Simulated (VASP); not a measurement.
OSZICAR of a VASP run on Ir (space group Fm-3m):

**OSZICAR**
```
       N       E                     dE             d eps       ncg     rms          rms(c)
DAV:   1     0.164899408280E+02    0.16490E+02   -0.32628E+03  2040   0.629E+02
DAV:   2    -0.101106948491E+02   -0.26601E+02   -0.24637E+02  1688   0.147E+02
DAV:   3    -0.104365304799E+02   -0.32584E+00   -0.32546E+00  2488   0.209E+01
DAV:   4    -0.104381008886E+02   -0.15704E-02   -0.15703E-02  2024   0.997E-01
DAV:   5    -0.104381158752E+02   -0.14987E-04   -0.14986E-04  2592   0.634E-02    0.137E+01
DAV:   6    -0.986976900191E+01    0.56835E+00   -0.13233E+00  1952   0.153E+01    0.527E+00
DAV:   7    -0.978161811163E+01    0.88151E-01   -0.32746E-01  2104   0.705E+00    0.160E+00
DAV:   8    -0.977655985336E+01    0.50583E-02   -0.15886E-03  1816   0.585E-01    0.813E-01
DAV:   9    -0.977458309765E+01    0.19768E-02   -0.12243E-03  2088   0.585E-01    0.166E-02
DAV:  10    -0.977458489731E+01   -0.17997E-05   -0.43080E-06  2320   0.226E-02    0.528E-03
DAV:  11    -0.977458576622E+01   -0.86890E-06   -0.40720E-07  1376   0.569E-03
   1 F= -.97745858E+01 E0= -.97679392E+01  d E =-.132931E-01
```

Question: Which electronic solver shows in the log?

Answer: It is blocked Davidson (ALGO = Normal, or the opening steps of other solvers). The INCAR had ALGO = Normal.

Question: Can the final energy be trusted as converged?

Answer: The calculation finished and met its thresholds. It stopped with EDIFF = 1E-6, NELM = 100 (PBEsol GGA, plane waves, VASP's PBE PAW potentials (set 64)).

The structure comes from a computed database's Ir entry; how it stands against other phases isn't given here. The cell was not relaxed at this level. The run is one of a series of settings (GGA = PS against the base run), some of them coarse on purpose.
